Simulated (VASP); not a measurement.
Here is the system:

```xyz
4
Lattice="3.0418 0.0000 0.0000 -1.5209 2.6343 0.0000 0.0000 0.0000 5.0481" Properties=species:S:1:pos:R:3 pbc="T T T"
B      0.0000     0.0000     0.0000
B      0.0000     0.0000     2.5240
P      0.0000     1.7562     1.2620
P      1.5209     0.8781     3.7861
```

Level of theory: PBEsol GGA, VASP's PBE PAW potentials (set 64) (plane waves; VASP 6.6.1). Numerical set-up: 620 eV cut-off, 12×12×6 Γ-centred mesh, first-order Methfessel-Paxton smearing of 0.10 eV, potentials B P.

**Question.** What does the run give for the energy per atom (σ→0), band gap (on the k-mesh) with the smallest direct gap where there is one?

**Answer.** 
The band gap (on the k-mesh) is none (metal, semimetal or under 0.01 eV) and the energy per atom (σ→0) is -5.720 eV/atom.

Total energies compare only between runs with the same potentials, cut-off and functional.

The structure was generated: BP was put into the NiAs type type (P6_3/mmc), which need not be its known phase. It was relaxed first, which changed the volume by +19 %.
